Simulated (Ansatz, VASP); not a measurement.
## K2CoI6 in two plane-wave programs

Wanted: the spread between two codes on one cell, functional and k mesh. The cell is generated by rule, not measured, and may not be a known phase. The two relaxations start from unlike cells of this crystal (the structure described is Ansatz's start), so only their ends are compared.

Program: Ansatz 0.2.0. Level of theory: plane waves, with VASP 6.6.1 beside it; relaxation of cell and atoms at PBE. Results are calculated unless marked as measured.

The structure was built from a prototype and need not be the compound's stable phase.

## (1) Starting point

It takes space group Fm-3m (No. 225, cubic). The conventional cell has a = 10.949 Å, b = 10.949 Å, c = 10.949 Å, α = 90.00°, β = 90.00°, γ = 90.00°. K has 12 I at 3.87 Å nearest. Nearest to Co lie 6 I at 2.85 Å. Nearest to I lie 1 Co at 2.85 Å and 4 K at 3.87 Å. Farther neighbours and most contacts between anions are not listed.

As a file:

```cif
data_structure
_symmetry_space_group_name_H-M 'P 1'
_symmetry_Int_Tables_number 1
_cell_length_a 7.7418
_cell_length_b 7.7418
_cell_length_c 7.7418
_cell_angle_alpha 60.000
_cell_angle_beta 60.000
_cell_angle_gamma 60.000
_cell_volume 328.10
loop_
_atom_site_label
_atom_site_type_symbol
_atom_site_fract_x
_atom_site_fract_y
_atom_site_fract_z
_atom_site_occupancy
K1 K 0.25000 0.25000 0.25000 1
K2 K 0.75000 0.75000 0.75000 1
Co3 Co 0.00000 0.00000 0.00000 1
I4 I 0.26031 0.26031 0.73969 1
I5 I 0.73969 0.73969 0.26031 1
I6 I 0.26031 0.73969 0.26031 1
I7 I 0.73969 0.26031 0.73969 1
I8 I 0.73969 0.26031 0.26031 1
I9 I 0.26031 0.73969 0.73969 1
```

## (2) VASP: relaxation of cell and atoms, PBE

The relaxed volume is the usual yardstick between codes: in a stiff, nearly cubic crystal its relative difference is about their pressure difference at one cell divided by the bulk modulus.

Lines of VASP's logs that name or quote its potential files are left out, and so is its time.

Contents of INCAR:

```
SYSTEM = K2CoI6
PREC = Accurate
ENCUT = 600
EDIFF = 1E-07
NELM = 120
ISMEAR = -1
SIGMA = 0.02
LREAL = .FALSE.
ALGO = Normal
GGA = PE
NBANDS = 43
LASPH = .TRUE.
LORBIT = 11
LWAVE = .FALSE.
LCHARG = .FALSE.
ISIF = 3
IBRION = 2
NSW = 80
EDIFFG = -0.005
GGA_COMPAT = .FALSE.
NELMIN = 4
KPAR = 2
```

Contents of POSCAR:

```
K2CoI6
1.0
    0.0000000000      5.5624110891      5.5624110891
    5.5624110891      0.0000000000      5.5624110891
    5.5624110891      5.5624110891      0.0000000000
K Co I
2 1 6
Direct
    0.2500000457      0.2500000457      0.2500000457
    0.7500000457      0.7500000457      0.7500000457
    0.0000000000      0.0000000000      0.0000000000
    0.2349268632      0.2349268632      0.7650731368
    0.7650732282      0.7650732282      0.2349267718
    0.2349268632      0.7650731368      0.2349268632
    0.7650732282      0.2349267718      0.7650732282
    0.7650731368      0.2349268632      0.2349268632
    0.2349267718      0.7650732282      0.7650732282
```

Contents of KPOINTS:

```
Automatic mesh
0
Gamma
4 4 4
0 0 0
```

PAW data sets: K_sv, Co and I (PBE family, release 64).

Command:

```bash
$ mpirun -np 2 vasp_std
```

Numbers of over 12 decimals in the logs are rounded to 6 here.

Log:

```text
[banner, memory and clock lines left out]
running    2 mpi-ranks, on    1 nodes
 distrk:  each k-point on    1 cores,    2 groups
 distr:  one band on    1 cores,    1 groups

 POSCAR found type information on POSCAR K CoI
 POSCAR found :  3 types and       9 ions
 LDA part: xc-table for (Slater+PW92), standard interpolation
 POSCAR, INCAR and KPOINTS ok, starting setup
 FFT: planning ... GRIDC
 FFT: planning ... GRID_SOFT
 FFT: planning ... GRID
 WAVECAR not read
 entering main loop
       N       E                     dE             d eps       ncg     rms          rms(c)
DAV:   1     0.545850774084E+03    0.54585E+03   -0.29205E+04   688   0.149E+03
DAV:   2     0.428270484810E+02   -0.50302E+03   -0.48492E+03   742   0.328E+02
DAV:   3    -0.241064411204E+02   -0.66933E+02   -0.65927E+02   936   0.113E+02
DAV:   4    -0.268167080688E+02   -0.27103E+01   -0.26963E+01   896   0.258E+01
DAV:   5    -0.269604746561E+02   -0.14377E+00   -0.14371E+00  1229   0.480E+00    0.179E+01
DAV:   6    -0.482717642525E+02   -0.21311E+02   -0.72873E+01   794   0.886E+01    0.489E+01
DAV:   7    -0.276610072998E+02    0.20611E+02   -0.25924E+01   838   0.568E+01    0.170E+01
DAV:   8    -0.238844384023E+02    0.37766E+01   -0.86980E+00   937   0.363E+01    0.555E+00
DAV:   9    -0.241633087214E+02   -0.27887E+00   -0.27098E+00   893   0.915E+00    0.412E+00
DAV:  10    -0.240748656321E+02    0.88443E-01   -0.10574E-01   976   0.345E+00    0.291E+00
DAV:  11    -0.240592173736E+02    0.15648E-01   -0.24349E-01   976   0.451E+00    0.286E+00
DAV:  12    -0.240651171062E+02   -0.58997E-02   -0.31955E-01   813   0.380E+00    0.227E+00
DAV:  13    -0.240345203070E+02    0.30597E-01   -0.15183E-02   872   0.195E+00    0.862E-01
DAV:  14    -0.240327695153E+02    0.17508E-02   -0.45246E-03  1016   0.396E-01    0.358E-01
DAV:  15    -0.240327223227E+02    0.47193E-04   -0.31917E-04   896   0.679E-02    0.290E-01
DAV:  16    -0.240335244082E+02   -0.80209E-03   -0.67041E-04   925   0.312E-01    0.501E-01
DAV:  17    -0.240327656389E+02    0.75877E-03   -0.23827E-04   856   0.206E-01    0.155E-01
DAV:  18    -0.240326863768E+02    0.79262E-04   -0.70881E-05   978   0.626E-02    0.464E-02
DAV:  19    -0.240326848711E+02    0.15057E-05   -0.61236E-06   736   0.101E-02    0.406E-02
DAV:  20    -0.240326814449E+02    0.34262E-05   -0.23488E-06   840   0.131E-02    0.216E-02
DAV:  21    -0.240326813124E+02    0.13258E-06   -0.74696E-07   752   0.367E-03    0.200E-02
DAV:  22    -0.240326799489E+02    0.13634E-05   -0.81262E-07   832   0.108E-02    0.115E-03
DAV:  23    -0.240326799252E+02    0.23750E-07   -0.32234E-07   640   0.200E-03
   1 F= -.24032680E+02 E0= -.24020634E+02  d E =-.240327E+02
 curvature:   0.00 expect dE= 0.000E+00 dE for cont linesearch  0.000E+00
 trial: gam= 0.00000 g(F)=  0.432E-06 g(S)=  0.383E-04 ort = 0.000E+00 (trialstep = 0.100E+01)
 search vector abs. value=  0.388E-04
 bond charge predicted
       N       E                     dE             d eps       ncg     rms          rms(c)
DAV:   1    -0.240331752192E+02   -0.49527E-03   -0.53368E-03   749   0.522E-01    0.301E-01
DAV:   2    -0.240858302756E+02   -0.52655E-01   -0.22720E-01   858   0.266E+00    0.336E+00
DAV:   3    -0.240329929411E+02    0.52837E-01   -0.10246E-01   764   0.231E+00    0.852E-02
DAV:   4    -0.240326995259E+02    0.29342E-03   -0.19843E-03   877   0.166E-01    0.273E-02
DAV:   5    -0.240326988650E+02    0.66082E-06   -0.49129E-05  1050   0.289E-02    0.262E-02
DAV:   6    -0.240326957886E+02    0.30764E-05   -0.55357E-06  1093   0.186E-02    0.129E-02
DAV:   7    -0.240326945415E+02    0.12471E-05   -0.14110E-06  1090   0.841E-03    0.287E-03
DAV:   8    -0.240326943435E+02    0.19796E-06   -0.17743E-07   642   0.385E-03    0.261E-03
DAV:   9    -0.240326942948E+02    0.48781E-07   -0.65345E-08   455   0.321E-03
   2 F= -.24032694E+02 E0= -.24020635E+02  d E =-.143696E-04
 trial-energy change:   -0.000014  1 .order   -0.000026   -0.000039   -0.000014
 step:   1.5491(harm=  1.5491)  dis= 0.00009  next Energy=   -24.032710 (dE=-0.300E-04)
 reached required accuracy - stopping structural energy minimisation
```

OUTCAR, selected parts (step 2):

```text
ion  position               nearest neighbor table
   1  0.250  0.250  0.250-
   2  0.750  0.750  0.750-
   3  0.000  0.000  0.000-   5 2.61   7 2.61   9 2.61   4 2.61   8 2.61   6 2.61
   4  0.235  0.235  0.765-   3 2.61
   5  0.765  0.765  0.235-   3 2.61
   6  0.235  0.765  0.235-   3 2.61
   7  0.765  0.235  0.765-   3 2.61
   8  0.765  0.235  0.235-   3 2.61
   9  0.235  0.765  0.765-   3 2.61

  LATTYP: Found a face centered cubic cell.
 ALAT       =    11.1248221782

 Subroutine GETGRP returns: Found 48 space group operations
 (whereof 48 operations were pure point group operations)

The static configuration has the point symmetry O_h .

 Found      8 irreducible k-points:

   k-points           NKPTS =      8   k-points in BZ     NKDIM =      8   number of bands    NBANDS=     43

   dimension x,y,z NGX =    64 NGY =   64 NGZ =   64
   dimension x,y,z NGXF=   128 NGYF=  128 NGZF=  128

   ENCUT  =  600.0 eV  44.10 Ry    6.64 a.u.  15.71 15.71 15.71*2*pi/ulx,y,z

   NELECT =      69.0000    total number of electrons

 k-points in reciprocal lattice and weights: Automatic mesh
   0.00000000  0.00000000  0.00000000       0.016
   0.25000000  0.00000000  0.00000000       0.125
   0.50000000  0.00000000  0.00000000       0.062
   0.25000000  0.25000000  0.00000000       0.094
   0.50000000  0.25000000  0.00000000       0.375
  -0.25000000  0.25000000  0.00000000       0.188
   0.50000000  0.50000000  0.00000000       0.047
  -0.25000000  0.50000000  0.25000000       0.094

 average (electrostatic) potential at core
       1 -34.9095       2 -34.9095       3 -85.8519       4 -93.1100       5 -93.1100
       6 -93.1100       7 -93.1100       8 -93.1100       9 -93.1100

 E-fermi :   1.9512

 k-point     1 :       0.0000    0.0000    0.0000
  band No.  band energies     occupation
    ...
     28       1.6177      2.00000
     29       1.6177      2.00000
     30       1.7878      1.99944
     31       1.7878      1.99944
     32       1.7878      1.99944
     33       2.1705      0.00003
     34       2.1705      0.00003
     35       2.1705      0.00003
     36       3.6189      0.00000
     37       3.6189      0.00000
    ...

 k-point     2 :       0.2500    0.0000    0.0000
  band No.  band energies     occupation
    ...
     30       1.7064      1.99999
     31       1.7602      1.99986
     32       1.7602      1.99986
     33       1.8907      1.90763
     34       1.8907      1.90762
     35       2.0063      0.11955
     36       3.4537      0.00000
     37       3.4538      0.00000
     38       5.7335      0.00000
     39       6.1966      0.00000
    ...

 k-point     3 :       0.5000    0.0000    0.0000
  band No.  band energies     occupation
    ...
     31       1.7256      1.99997
     32       1.7256      1.99997
     33       1.7698      1.99977
     34       1.7698      1.99977
     35       1.7732      1.99973
     36       3.3438      0.00000
     37       3.3439      0.00000
     38       6.5531      0.00000
     39       6.7856      0.00000
     40       7.6067      0.00000
    ...

  Total        0.0153198      0.0153198      0.0153198      0.0000000      0.0000000      0.0000000
  in kB        0.0712531      0.0712531      0.0712531      0.0000000      0.0000000      0.0000000
  external PRESSURE =       0.0712531 kB  Pullay stress =       0.0000000 kB

  energy-cutoff  :      600.00
  volume of cell :      344.48
      direct lattice vectors                 reciprocal lattice vectors
    -0.000000000  5.563866775  5.563866775    -0.089865559  0.089865559  0.089865559
     5.563866775  0.000000000  5.563866775     0.089865559 -0.089865559  0.089865559
     5.563866775  5.563866775  0.000000000     0.089865559  0.089865559 -0.089865559

 POSITION                                       TOTAL-FORCE (eV/Angst)
 -----------------------------------------------------------------------------------
      2.78193      2.78193      2.78193         0.000000      0.000000      0.000000
      8.34580      8.34580      8.34580        -0.000000      0.000000      0.000000
      5.56387      0.00000      5.56387         0.000000      0.000000      0.000000
      5.56387      5.56387      2.61414         0.000000      0.000000     -0.004840
      5.56387      5.56387      8.51359         0.000000      0.000000      0.004840
      5.56387      2.61414      5.56387         0.000000     -0.004840      0.000000
      5.56387      8.51359      5.56387         0.000000      0.004840      0.000000
      2.61414      5.56387      5.56387        -0.004840      0.000000      0.000000
      8.51359      5.56387      5.56387         0.004840      0.000000      0.000000
 -----------------------------------------------------------------------------------
    total drift:                               -0.001158     -0.001158     -0.001158

  FREE ENERGIE OF THE ION-ELECTRON SYSTEM (eV)
  ---------------------------------------------------
  free  energy   TOTEN  =       -24.0326942948 eV

  energy  without entropy=      -24.0085751436  energy(sigma->0) =      -24.02063472

 reached required accuracy - stopping structural energy minimisation

 total charge
# of ion       s       p       d       tot
------------------------------------------
    1        1.951   5.573   0.014   7.538
    2        1.951   5.573   0.014   7.538
    3        0.342   0.404   7.313   8.059
    4        1.515   2.745   0.018   4.279
    5        1.515   2.745   0.018   4.279
    6        1.515   2.745   0.018   4.279
    7        1.515   2.745   0.018   4.279
    8        1.515   2.745   0.018   4.279
    9        1.515   2.745   0.018   4.279
--------------------------------------------------
tot         13.337  28.019   7.450  48.806

[... 3 further parts left out ...]
```

This run has no spin polarisation, so a moment on Co, if there is one, isn't seen. Its electron count is odd, so without a moment it is a metal by construction. Oxides and halides of Co are often magnetic insulators, and a metal at this level, without U or exact exchange, may be an artefact.

(Continued in part 2 of 2.)

[Lines on the potential files, build, host, timing and source positions are cut from VASP's logs without a mark.]

[Logs are printed without paths, hosts, clocks, repeated set-up lines and the standing remarks that a program may print on its own settings, such as how far it seeks lower states.]

[Hosts, paths, dates, database ids (printed as entryN), source tags and the programs' standing remarks are cut or masked in the printed files.]
